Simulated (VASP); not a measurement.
Input:

```
CELL_PARAMETERS angstrom
      1.80000    -3.11769     0.00000
      1.80000     3.11769     0.00000
      0.00000     0.00000     5.69000
ATOMIC_POSITIONS crystal
  Tb 0.33333 0.66667 0.25000
  Tb 0.66667 0.33333 0.75000
```

Method: optB88-vdW, VASP's PBE PAW potentials (set 64) (plane waves; VASP). Settings: 520 eV cut-off, 11×11×6 Γ-centred mesh, first-order Methfessel-Paxton smearing of 0.10 eV, potentials Tb_3.

The 4f electrons are frozen in the core of the lanthanide potential, so 4f levels, which can set the real gap, and their magnetism are missing.

**Question.** The ions, cell shape and volume are relaxed. Give the cell that the relaxation ends in.

**Answer.** 
```
CELL_PARAMETERS angstrom
      1.79477    -3.10864     0.00000
      1.79477     3.10864     0.00000
      0.00000     0.00000     5.60991
ATOMIC_POSITIONS crystal
  Tb 0.33333 0.66667 0.25000
  Tb 0.66667 0.33333 0.75000
```
Space group P6_3/mmc (194), at a tolerance of 0.03 Å.

**Question.** How do energy and volume change from the first to the last step?

**Answer.** The energy (σ→0) changes by -2.2 meV/atom and the volume by -2.0 %, in 5 ionic steps.

The compound is Tb in the hcp structure. This run relaxes it. Symmetry was kept, so distortions that lower it aren't found.
